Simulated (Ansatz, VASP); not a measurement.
**Cross-check of Te (Tellurium) between VASP and Ansatz**

Aim: how closely do two programs agree when they are given the same cell, functional and k mesh? The cell is taken from a series of runs on this material, whose earlier steps may have relaxed, scaled, displaced or heated it; both programs get it as it stands.

Main program and level: Ansatz 0.2.0; plane waves, with VASP 6.6.1 beside it; zone-centre phonons at PBEsol.

### Step 1. Set-up

The structure is trigonal, space group P3_121 (No. 152). Conventional cell: a = 4.454 Å, b = 4.454 Å, c = 5.924 Å, α = 90.00°, β = 90.00°, γ = 120.00°. Te has 2 Te at 2.89 Å nearest.

Structure file:

```
Te
1.0
     4.45400    0.00000    0.00000
    -2.22700    3.85728    0.00000
     0.00000    0.00000    5.92400
Te
3
Direct
  0.27330 0.00000 0.33333
  0.00000 0.27330 0.66667
  0.72670 0.72670 0.00000
```

### Step 2. VASP: zone-centre phonons, PBEsol

Second derivatives magnify differences that forces hide, and they need a tight electronic threshold.

Lines of VASP's logs that name or quote its potential files are left out, and so is its time.

Input file INCAR:

```
SYSTEM = Te
PREC = Accurate
ENCUT = 500
EDIFF = 1E-08
NELM = 120
ISMEAR = 0
SIGMA = 0.01
LREAL = .FALSE.
ALGO = Normal
GGA = PS
NBANDS = 15
LORBIT = 11
LWAVE = .FALSE.
LCHARG = .FALSE.
ISIF = 2
IBRION = 8
LASPH = .TRUE.
GGA_COMPAT = .FALSE.
EFERMI = MIDGAP
KPAR = 2
```

Input file POSCAR:

```
Te
1.0
    4.4540000000      0.0000000000      0.0000000000
   -2.2270000000      3.8572771485      0.0000000000
    0.0000000000      0.0000000000      5.9240000000
Te
3
Direct
    0.2733015734      0.0000000000      0.3333333333
    0.0000000000      0.2733015734      0.6666666667
    0.7266984266      0.7266984266      0.0000000000
```

Input file KPOINTS:

```
Automatic mesh
0
Gamma
9 9 6
0 0 0
```

The projector-augmented-wave data sets are Te (PBE family, release 64).

Started as:

```console
> mpirun -np 2 vasp_std
```

Numbers of over 12 decimals in the logs are rounded to 6 here.

Log:

```text
[banner, memory and clock lines left out]
running    2 mpi-ranks, on    1 nodes
 distrk:  each k-point on    1 cores,    2 groups
 distr:  one band on    1 cores,    1 groups

 POSCAR found type information on POSCAR Te
 POSCAR found :  1 types and       3 ions
|                                                                             |
|               ----> ADVICE to this user running VASP <----                  |
|                                                                             |
|     You enforced a specific xc type in the INCAR file but a different       |
|     [... a line on the potential file left out ...]
|     I HOPE YOU KNOW WHAT YOU ARE DOING!                                     |
|                                                                             |

 LDA part: xc-table for (Slater+PW92), standard interpolation
 POSCAR, INCAR and KPOINTS ok, starting setup
 FFT: planning ... GRIDC
 FFT: planning ... GRID_SOFT
 FFT: planning ... GRID
 WAVECAR not read
 entering main loop
       N       E                     dE             d eps       ncg     rms          rms(c)
DAV:   1     0.710488128900E+02    0.71049E+02   -0.64030E+03  1860   0.931E+02
DAV:   2    -0.580875256412E+01   -0.76858E+02   -0.73357E+02  2463   0.138E+02
DAV:   3    -0.104973614190E+02   -0.46886E+01   -0.46665E+01  2182   0.386E+01
DAV:   4    -0.105825447231E+02   -0.85183E-01   -0.85163E-01  2772   0.609E+00
DAV:   5    -0.105835305006E+02   -0.98578E-03   -0.98577E-03  2385   0.569E-01    0.125E+01
DAV:   6    -0.105596067283E+02    0.23924E-01   -0.16086E-02  2308   0.755E-01    0.789E+00
DAV:   7    -0.105514885096E+02    0.81182E-02   -0.35171E-02  2112   0.110E+00    0.280E-01
DAV:   8    -0.105508616930E+02    0.62682E-03   -0.61622E-03  2133   0.448E-01    0.130E-01
DAV:   9    -0.105508804220E+02   -0.18729E-04   -0.16502E-04  2590   0.893E-02    0.808E-02
DAV:  10    -0.105508831767E+02   -0.27547E-05   -0.17815E-05  2702   0.269E-02    0.967E-03
DAV:  11    -0.105508813698E+02    0.18069E-05   -0.50676E-06  2322   0.133E-02    0.326E-03
DAV:  12    -0.105508815058E+02   -0.13606E-06   -0.41653E-07  2490   0.389E-03    0.164E-03
DAV:  13    -0.105508814812E+02    0.24642E-07   -0.47513E-08  2266   0.138E-03    0.563E-04
DAV:  14    -0.105508814823E+02   -0.11305E-08   -0.37711E-09  1700   0.373E-04
   1 F= -.10550881E+02 E0= -.10550881E+02  d E =-.873094E-24
 Linear response reoptimize wavefunctions to high precision
DAV:   1    -0.105508814881E+02   -0.58088E-08   -0.13970E-09  1903   0.235E-04
DAV:   2    -0.105508814881E+02    0.23761E-10   -0.13126E-10  1301   0.831E-05
 Linear response DOF=           3
 Linear response progress:
  Degree of freedom:   1/  3
       N       E                     dE             d eps       ncg     rms          rms(c)
RMM:   1    -0.467014089056E-01   -0.46701E-01    0.39652E-02  9462   0.104E+00
RMM:   2    -0.453307720711E-01    0.13706E-02   -0.23103E-03  6589   0.275E-01    0.982E-02
RMM:   3    -0.452629759573E-01    0.67796E-04   -0.86110E-05  7004   0.585E-02    0.672E-02
RMM:   4    -0.451917167536E-01    0.71259E-04   -0.21552E-05  7148   0.244E-02    0.170E-02
RMM:   5    -0.451900250523E-01    0.16917E-05   -0.76230E-07  7239   0.594E-03    0.890E-03
RMM:   6    -0.451956238667E-01   -0.55988E-05   -0.18543E-07  7158   0.254E-03    0.162E-03
RMM:   7    -0.451949777712E-01    0.64610E-06    0.11739E-07  7307   0.661E-04    0.529E-04
RMM:   8    -0.451942152336E-01    0.76254E-06    0.12251E-07  7328   0.205E-04    0.141E-04
RMM:   9    -0.451943110740E-01   -0.95840E-07   -0.64482E-08  7523   0.514E-05    0.750E-05
RMM:  10    -0.451942960062E-01    0.15068E-07   -0.93369E-09  7256   0.265E-05    0.186E-05
RMM:  11    -0.451942870586E-01    0.89476E-08   -0.11929E-08  7683   0.941E-06    0.159E-05
 first order change of Fermi-energy   0.23891E+00
 force on displaced ion       1 direction 1 :  -2.922   0.000   0.000
 Linear response progress:
  Degree of freedom:   2/  3
       N       E                     dE             d eps       ncg     rms          rms(c)
RMM:   1    -0.479138332014E-01   -0.47914E-01    0.34529E-02 16675   0.103E+00
RMM:   2    -0.467758951030E-01    0.11379E-02   -0.23983E-03 11563   0.274E-01    0.746E-02
RMM:   3    -0.466439197400E-01    0.13198E-03   -0.10920E-04 12249   0.614E-02    0.476E-02
RMM:   4    -0.465569171598E-01    0.87003E-04   -0.34964E-05 12368   0.273E-02    0.140E-02
RMM:   5    -0.465596371265E-01   -0.27200E-05   -0.23388E-06 12587   0.736E-03    0.714E-03
RMM:   6    -0.465716060465E-01   -0.11969E-04   -0.37437E-07 12580   0.245E-03    0.990E-04
RMM:   7    -0.465710696706E-01    0.53638E-06    0.23955E-07 12874   0.511E-04    0.635E-04
RMM:   8    -0.465707885032E-01    0.28117E-06    0.74159E-08 12677   0.202E-04    0.110E-04
RMM:   9    -0.465708565728E-01   -0.68070E-07   -0.70911E-08 13179   0.509E-05    0.219E-05
RMM:  10    -0.465708554347E-01    0.11381E-08   -0.42440E-08 12891   0.183E-05    0.510E-06
 first order change of Fermi-energy   0.38856E-01
 force on displaced ion       1 direction 2 :  -0.002  -2.327  -0.640
 Linear response progress:
  Degree of freedom:   3/  3
       N       E                     dE             d eps       ncg     rms          rms(c)
RMM:   1    -0.567412973552E-01   -0.56741E-01    0.45086E-02 17517   0.106E+00
RMM:   2    -0.540431541511E-01    0.26981E-02   -0.29353E-03 11581   0.298E-01    0.214E-01
RMM:   3    -0.538386829508E-01    0.20447E-03   -0.36053E-04 12146   0.858E-02    0.146E-01
RMM:   4    -0.537974817298E-01    0.41201E-04   -0.12180E-05 12418   0.232E-02    0.698E-02
RMM:   5    -0.537843347874E-01    0.13147E-04   -0.37255E-06 12522   0.140E-02    0.390E-03
RMM:   6    -0.537857417365E-01   -0.14069E-05   -0.90164E-07 12635   0.311E-03    0.245E-03
RMM:   7    -0.537869533294E-01   -0.12116E-05   -0.52032E-07 12570   0.118E-03    0.617E-04
RMM:   8    -0.537872093506E-01   -0.25602E-06    0.57931E-08 12950   0.324E-04    0.252E-04
RMM:   9    -0.537874241066E-01   -0.21476E-06    0.14442E-09 12511   0.142E-04    0.371E-05
RMM:  10    -0.537875004048E-01   -0.76298E-07   -0.66866E-08 13269   0.399E-05    0.808E-06
RMM:  11    -0.537875103216E-01   -0.99168E-08   -0.12363E-08 13284   0.117E-05    0.386E-06
 first order change of Fermi-energy  -0.29147E+00
 force on displaced ion       1 direction 3 :  -0.002  -0.638  -4.917
 Linear response finished
```

From OUTCAR (step 2):

```text
ion  position               nearest neighbor table
   1  0.273  0.000  0.333-   3 2.89   2 2.89   3 3.45   3 3.45   2 3.45   2 3.45
   2  0.000  0.273  0.667-   3 2.89   1 2.89   3 3.45   3 3.45   1 3.45   1 3.45
   3  0.727  0.727  0.000-   1 2.89   2 2.89   1 3.45   2 3.45   2 3.45   1 3.45

  LATTYP: Found a hexagonal cell.
 ALAT       =     4.4540000000
 C/A-ratio  =     1.3300404131

 Subroutine GETGRP returns: Found  6 space group operations
 (whereof  2 operations were pure point group operations)

The static configuration has the point symmetry C_2 .
 The point group associated with its full space group is D_3 .

 Found     62 irreducible k-points:

   k-points           NKPTS =     62   k-points in BZ     NKDIM =     62   number of bands    NBANDS=     15

   dimension x,y,z NGX =    32 NGY =   32 NGZ =   48
   dimension x,y,z NGXF=    64 NGYF=   64 NGZF=   96

   ENCUT  =  500.0 eV  36.75 Ry    6.06 a.u.   8.12  8.12 10.80*2*pi/ulx,y,z

   NELECT =      18.0000    total number of electrons

 k-points in reciprocal lattice and weights: Automatic mesh
   0.00000000  0.00000000  0.00000000       0.002
   0.11111111  0.00000000  0.00000000       0.012
   0.22222222 -0.00000000  0.00000000       0.012
   0.33333333  0.00000000  0.00000000       0.012
   0.44444444 -0.00000000  0.00000000       0.012
   0.11111111  0.11111111  0.00000000       0.012
   0.22222222  0.11111111  0.00000000       0.025
   0.33333333  0.11111111  0.00000000       0.025
   0.44444444  0.11111111  0.00000000       0.012
[...]
0.33333333  0.22222222  0.50000000       0.025
   0.33333333  0.33333333  0.50000000       0.004

 average (electrostatic) potential at core
       1 -88.8900       2 -88.8900       3 -88.8900

  Total       -0.8904370     -0.8904370     -0.7562215     -0.0000000      0.0000000     -0.0000000
  in kB      -14.0174063    -14.0174063    -11.9045634     -0.0000000      0.0000000     -0.0000000
  external PRESSURE =     -13.3131253 kB  Pullay stress =       0.0000000 kB

  energy-cutoff  :      500.00
  volume of cell :      101.78
      direct lattice vectors                 reciprocal lattice vectors
     4.454000000  0.000000000  0.000000000     0.224517288  0.129625117  0.000000000
    -2.227000000  3.857277149  0.000000000     0.000000000  0.259250233  0.000000000
     0.000000000  0.000000000  5.924000000     0.000000000  0.000000000  0.168804862

 POSITION                                       TOTAL-FORCE (eV/Angst)
 -----------------------------------------------------------------------------------
      1.21729      0.00000      1.97467         0.019829      0.000000      0.000000
     -0.60864      1.05420      3.94933        -0.009914      0.017172     -0.000000
      1.61836      2.80308      0.00000        -0.009914     -0.017172     -0.000000
 -----------------------------------------------------------------------------------
    total drift:                                0.000000     -0.000000      0.000000

 Eigenvectors and eigenvalues of the dynamical matrix
 ----------------------------------------------------

   1 f  =    3.866156 THz    24.291774 2PiTHz  128.961080 cm-1    15.989129 meV
             X         Y         Z           dx          dy          dz
      1.217285  0.000000  1.974667     0.151118    0.086109    0.385100
     -0.608643  1.054200  3.949333    -0.001163   -0.173928    0.393428
      1.618357  2.803077  0.000000    -0.150221    0.087970   -0.778527

   2 f  =    3.866156 THz    24.291774 2PiTHz  128.961080 cm-1    15.989129 meV
             X         Y         Z           dx          dy          dz
      1.217285  0.000000  1.974667     0.086008   -0.151295   -0.676628
     -0.608643  1.054200  3.949333    -0.174029    0.000986    0.671820
      1.618357  2.803077  0.000000     0.087869    0.150044    0.004808

   3 f  =    3.172004 THz    19.930288 2PiTHz  105.806658 cm-1    13.118348 meV
             X         Y         Z           dx          dy          dz
      1.217285  0.000000  1.974667    -0.577350    0.000000   -0.000000
     -0.608643  1.054200  3.949333     0.288675   -0.500000   -0.000000
      1.618357  2.803077  0.000000     0.288675    0.500000    0.000000

   4 f  =    2.573897 THz    16.172272 2PiTHz   85.855962 cm-1    10.644778 meV
             X         Y         Z           dx          dy          dz
      1.217285  0.000000  1.974667     0.000000    0.577350   -0.000057
     -0.608643  1.054200  3.949333    -0.500000   -0.288675   -0.000057
      1.618357  2.803077  0.000000     0.500000   -0.288675   -0.000057

   5 f  =    2.432227 THz    15.282133 2PiTHz   81.130361 cm-1    10.058878 meV
             X         Y         Z           dx          dy          dz
      1.217285  0.000000  1.974667    -0.191650    0.516400   -0.230632
     -0.608643  1.054200  3.949333     0.542925   -0.091540    0.189551
      1.618357  2.803077  0.000000    -0.350854   -0.423730    0.041081

   6 f  =    2.432227 THz    15.282133 2PiTHz   81.130361 cm-1    10.058878 meV
             X         Y         Z           dx          dy          dz
      1.217285  0.000000  1.974667    -0.515646   -0.191930    0.085719
     -0.608643  1.054200  3.949333     0.092293    0.542644    0.156874
      1.618357  2.803077  0.000000     0.424484   -0.351134   -0.242593

   7 f/i=    0.000253 THz     0.001587 2PiTHz    0.008427 cm-1     0.001045 meV
             X         Y         Z           dx          dy          dz
      1.217285  0.000000  1.974667    -0.000000   -0.000057   -0.577350
     -0.608643  1.054200  3.949333     0.000049    0.000028   -0.577350
      1.618357  2.803077  0.000000    -0.000049    0.000028   -0.577350

   8 f/i=    0.001826 THz     0.011474 2PiTHz    0.060916 cm-1     0.007553 meV
             X         Y         Z           dx          dy          dz
      1.217285  0.000000  1.974667     0.503773    0.282481    0.000017
     -0.608643  1.054200  3.949333     0.503055    0.282472   -0.000034
      1.618357  2.803077  0.000000     0.503407    0.283098    0.000017

   9 f/i=    0.001826 THz     0.011474 2PiTHz    0.060916 cm-1     0.007553 meV
             X         Y         Z           dx          dy          dz
      1.217285  0.000000  1.974667     0.282886   -0.503050   -0.000030
     -0.608643  1.054200  3.949333     0.282895   -0.503768    0.000000
      1.618357  2.803077  0.000000     0.282270   -0.503416    0.000029

 ELASTIC MODULI CONTR FROM IONIC RELAXATION (kBar)
 Direction    XX          YY          ZZ          XY          YZ          ZX
 --------------------------------------------------------------------------------
 XX        -261.9882   -101.7003   -216.9798      0.0000   -112.9667      0.0000
 YY        -101.7003   -261.9882   -216.9798     -0.0000    112.9667     -0.0000
 ZZ        -216.9798   -216.9798   -258.9041      0.0000      0.0000      0.0000
 XY           0.0000     -0.0000      0.0000    -80.4865      0.0000   -109.3600
 YZ        -112.9667    112.9667      0.0000      0.0000   -182.2575      0.0000
 ZX           0.0000     -0.0000      0.0000   -109.3600      0.0000   -174.8935
 --------------------------------------------------------------------------------
```

(Part 1 of 2 ends here.)

[Lines on the potential files, build, host, timing and source positions are cut from VASP's logs without a mark.]

[Logs are printed without paths, hosts, clocks, repeated set-up lines and the standing remarks that a program may print on its own settings, such as how far it seeks lower states.]

[Hosts, paths, dates, database ids (printed as entryN), source tags and the programs' standing remarks are cut or masked in the printed files.]
